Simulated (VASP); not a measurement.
A run of VASP 6.6.1:

File INCAR:

```
  PREC = Normal
  ENCUT = 520
  EDIFF = 1E-4
  ISMEAR = 0
  SIGMA = 0.15
  LREAL = False
  LASPH = True
  NELM = 60
  ALGO = Fast
  ISIF = 3
  LWAVE = False
  LCHARG = False
  GGA = PE
  IBRION = 2
  NSW = 24
  EDIFFG = -0.08
  KPAR = 2
```

The input KPOINTS:

```
Automatic mesh
0
Gamma
  5 3 3
```

File POSCAR:

```
Ta2SiO3
1.0
    3.1000000000      0.0000000000      0.0000000000
    0.0000000000      3.4100000000      3.4100000000
    0.0000000000     -3.4100000000      3.4100000000
Ta Si O
2 1 3
Direct
    0.5000000000      0.5000000000      0.5000000000
    0.0000000000      0.0000000000      0.0000000000
    0.0000000000      0.6800000000      0.6800000000
    0.5000000000      0.8050000000      0.1950000000
    0.5000000000      0.1950000000      0.8050000000
    0.0000000000      0.3000000000      0.3000000000
```

Potentials or basis: VASP PAW PBE potentials, release 64 (Ta_pv, Si, O).

Run with:

```sh
$ cat potpaw_PBE.64/Ta_pv/POTCAR potpaw_PBE.64/Si/POTCAR potpaw_PBE.64/O/POTCAR > POTCAR
$ mpirun -np 2 vasp_std > vasp.out
```

Hardware: 2 MPI ranks on Intel(R) Xeon(R) Platinum 8488C (Sapphire Rapids), with other jobs on the host.

How long does it take, and how much memory?

Wall time 92 s on 2 MPI ranks on Intel(R) Xeon(R) Platinum 8488C (Sapphire Rapids) (shared host), peak memory 0.15 GiB a rank. Counts: scf iterations 184, k points 12, ion steps 18.
